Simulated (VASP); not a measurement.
Input:

```
MoS2
1.0
    3.16000     0.00000     0.00000
   -1.58000     2.73664     0.00000
    0.00000     0.00000    12.30000
Mo S
2 4
Direct
  0.66667   0.33333   0.75000
  0.33333   0.66667   0.25000
  0.66667   0.33333   0.37900
  0.33333   0.66667   0.87900
  0.33333   0.66667   0.62100
  0.66667   0.33333   0.12100
```

The numbers are results of PBE GGA, VASP's PBE PAW potentials (set 64) (plane waves; VASP 6.6.1), not measurements. Numerical set-up: 480 eV cut-off, 9×9×2 Γ-centred mesh, Gaussian smearing of 0.050 eV, potentials Mo_sv S.

Energy and stress use the plane-wave basis of the starting cell. Without a dispersion term in the relaxation, distances and binding between the weakly bound layers, chains or molecules are unreliable, and so is what depends on them.

Task: The ions, cell shape and volume are relaxed. Which structure does the run end with?

Result: 
```
MoS2
1.0
    3.18452     0.00000     0.00000
   -1.59226     2.75788     0.00000
    0.00000     0.00000    13.63639
Mo S
2 4
Direct
  0.66667   0.33333   0.75000
  0.33333   0.66667   0.25000
  0.66667   0.33333   0.36454
  0.33333   0.66667   0.86454
  0.33333   0.66667   0.63546
  0.66667   0.33333   0.13546
```
Space group P6_3/mmc (194), at a tolerance of 0.03 Å.

Task: How do energy and volume change from the first to the last step?

Result: The energy (σ→0) changes by -19.0 meV/atom and the volume by +12.6 %, in 21 ionic steps.

The compound is MoS2 in the 2H layered structure. This run relaxes it. Symmetry was kept, so distortions that lower it aren't found.
